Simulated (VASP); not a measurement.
Here is a VASP 6.6.1 calculation.

File INCAR:

```
PREC = Accurate
ENCUT = 300
EDIFF = 1E-6
ISMEAR = 1
SIGMA = 0.1
LREAL = False
LASPH = True
NELM = 60
ALGO = Normal
ISIF = 2
LWAVE = False
LCHARG = False
GGA = PS
ICORELEVEL = 1
KPAR = 4
```

File KPOINTS:

```
regular mesh
0
Gamma
  5 5 5
```

Contents of POSCAR:

```
As
1.0
    3.7615937970      2.1717571910      7.0281239890
   -3.7615937970      2.1717571910      7.0281239890
    0.0000000000     -4.3435143830      7.0281239890
As
16
Direct
    0.3870000000      0.3870000000      0.3870000000
    0.3870000000      0.3870000000      0.8870000000
    0.3870000000      0.8870000000      0.3870000000
    0.3870000000      0.8870000000      0.8870000000
    0.8870000000      0.3870000000      0.3870000000
    0.8870000000      0.3870000000      0.8870000000
    0.8870000000      0.8870000000      0.3870000000
    0.8870000000      0.8870000000      0.8870000000
    0.1130000000      0.1130000000      0.1130000000
    0.1130000000      0.1130000000      0.6130000000
    0.1130000000      0.6130000000      0.1130000000
    0.1130000000      0.6130000000      0.6130000000
    0.6130000000      0.1130000000      0.1130000000
    0.6130000000      0.1130000000      0.6130000000
    0.6130000000      0.6130000000      0.1130000000
    0.6130000000      0.6130000000      0.6130000000
```

Potentials or basis: VASP PAW PBE potentials, release 64 (As).

Run with:

```bash
$ cat potpaw_PBE.64/As/POTCAR > POTCAR
$ mpirun -np 4 vasp_std > vasp.out
```

What does it give for the pressure?

0.7 GPa.

Predict the band gap on the k mesh.

none (metal or under the smearing width).

Forces in eV/Å, atoms in the order of the input:
```
As   0.000  0.000 -0.453
As   0.000  0.000 -0.453
As   0.000  0.000 -0.453
As   0.000  0.000 -0.453
As   0.000  0.000 -0.453
As   0.000  0.000 -0.453
As   0.000  0.000 -0.453
As   0.000  0.000 -0.453
As   0.000  0.000  0.453
As   0.000  0.000  0.453
As   0.000  0.000  0.453
As   0.000  0.000  0.453
As   0.000  0.000  0.453
As   0.000  0.000  0.453
As   0.000  0.000  0.453
As   0.000  0.000  0.453
```

Caveat: the PAW data sets were made with another functional, which shifts forces and pressure a little.
